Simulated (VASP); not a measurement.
VASP runs on HfSi$_{2}$ (space group I4/mcm) share one base input (PBE GGA, plane waves, VASP's PBE PAW potentials (set 64)) and change the settings named in each case.

### INCAR
```
! general
SYSTEM =HfSi2
PREC   =Accurate
ENCUT  =300
LREAL  =.FALSE.
LASPH  =.TRUE.

! electronic loop
EDIFF  =1E-6
NELM   =100
ALGO   =Normal
LMAXMIX=6

! smearing
ISMEAR =0
SIGMA  =0.05

! functional
GGA    =PE

! ions
ISIF   =2

! output
LWAVE  =.FALSE.
LCHARG =.FALSE.
```

**POSCAR**
```
HfSi2
1
   -3.7371850000     3.7371850000     3.0070730000
    3.7371850000    -3.7371850000     3.0070730000
    3.7371850000     3.7371850000    -3.0070730000
Si Hf
4 2
Direct
  0.1580000000   0.6580000000   0.8160000000
  0.3420000000   0.1580000000   0.5000000000
  0.6580000000   0.8420000000   0.5000000000
  0.8420000000   0.3420000000   0.1840000000
  0.7500000000   0.7500000000   0.0000000000
  0.2500000000   0.2500000000   0.0000000000
```

File KPOINTS:
```
Regular mesh
0
gamma
 4 4 4
```

POTCAR, in this order: Si Hf_pv (PBE.64 set). Program: vasp_std.

| change | E(σ→0) (eV/atom) | pressure (GPa) | −TS (eV) |
|---|---|---|---|
| base run | -6.0460 | -17.34 | -0.0135 |
| GGA removed, POTCAR Si Hf_pv (LDA.64 set) | -6.5104 | -20.01 | -0.0148 |
| GGA_COMPAT = .FALSE., LNONCOLLINEAR = .TRUE., LSORBIT = .TRUE., MAGMOM = 0.0 0.0 0.0 0.0 0.0 0.0 0.0 0.0 0.0 0.0 0.0 0.0 0.0 0.0 0.0 0.0 0.0 0.0, program vasp_ncl | -6.2713 | -17.31 | -0.0139 |
| KPOINTS 3×3×3 Γ-centred mesh | -6.0529 | -17.15 | -0.0083 |
 Energies of different potentials or functionals have different zeros.  Unless said otherwise, spin-orbit coupling is left out, though it shifts the bands of the heavy elements here. At 300 eV the pressure can carry a Pulay error.

Left out are runs that ran out of time, are held back, or changed the cell or the kind of run, fixed moments of cells without a moment, rows past the twelfth, gaps on odd meshes, pressures of charged cells and columns that move by less than the noise.

The structure was generated: HfSi2 was put into an ordered model structure, which need not be its known phase. The cell was not relaxed at this level.
